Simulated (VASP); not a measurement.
A convergence study with VASP on NiSi$_{2}$ (fluorite): one setting is varied, all else stays as given below, so the limit is that of these other settings.

```xyz
3
Lattice="0.0000 2.7050 2.7050 2.7050 0.0000 2.7050 2.7050 2.7050 0.0000" Properties=species:S:1:pos:R:3 pbc="T T T"
Si     1.3525     1.3525     1.3525
Si     4.0575     4.0575     4.0575
Ni     0.0000     0.0000     0.0000
```

Level of theory: LDA (Ceperley-Alder, Perdew-Zunger), VASP's LDA PAW potentials (set 64) (plane waves; VASP). The tightest run used: 550 eV cut-off, 15×15×15 Monkhorst-Pack mesh, first-order Methfessel-Paxton smearing of 0.10 eV, potentials Si Ni.

```
setting     E (eV/atom)  pressure (GPa)  irreducible k-points
----------  -----------  --------------  --------------------
1×1×1 mesh       1.4900          123.38                     1
2×2×2 mesh      -6.5254           -9.11                     2
3×3×3 mesh      -6.5133           -8.08                     4
4×4×4 mesh      -6.6144           -4.97                    10
5×5×5 mesh      -6.6117           -4.68                    10
6×6×6 mesh      -6.6251           -5.62                    28
7×7×7 mesh      -6.6305           -5.37                    20
```

**Question.** These are the cheaper rows. Estimate the results at 15×15×15 mesh, and how far the last row shown lies from them.

**Answer.** 
| quantity | tightest run | last row shown is off by |
|---|---|---|
| E (eV/atom) | -6.6269 | -0.0037 |
| pressure (GPa) | -5.09 | -0.28 |

VASP warned of too few bands at 1×1×1 mesh.

Left out are rungs that failed or repeat a setting and relaxations that didn't move; long series are thinned to 24 rows.

The compound is NiSi2 in the fluorite structure. The cell was not relaxed at this level. The run is not spin-polarised, so no magnetic state was tried. VASP warned that the highest band is occupied, so more bands are needed.
